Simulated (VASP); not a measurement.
Input:

```xyz
2
Lattice="0.0000 2.3536 2.3536 2.3536 0.0000 2.3536 2.3536 2.3536 0.0000" Properties=species:S:1:pos:R:3 pbc="T T T"
Cd     0.0000     0.0000     0.0000
O      2.3536     2.3536     2.3536
```

These are PBEsol GGA, VASP's PBE PAW potentials (set 64) (plane waves; VASP 6.6.1) values and carry that method's errors. Run with 520 eV cut-off, Gaussian smearing of 0.050 eV, potentials Cd O.

### Question
Give the energies of bands 2 to 10 at the high-symmetry points, in eV from the Fermi level.

### Answer

```tsv
band	Γ	X	U	L	W
2	-6.63	-7.09	-7.07	-7.62	-6.83
3	-6.63	-6.05	-6.62	-7.23	-6.77
4	-6.63	-5.93	-6.46	-7.23	-6.77
5	-6.32	-5.93	-6.02	-6.07	-5.92
6	-6.32	-5.62	-5.91	-6.07	-5.72
7	-1.32	-4.36	-3.40	-3.80	-2.99
8	-1.32	-2.30	-2.88	0.03	-2.99
9	-1.32	-2.30	-1.24	0.03	-1.87
10	-0.52	3.77	5.33	4.31	5.91
```

It has no gap at this level: it comes out as a metal or semimetal.

The compound is CdO in the rock salt structure. It was relaxed first.
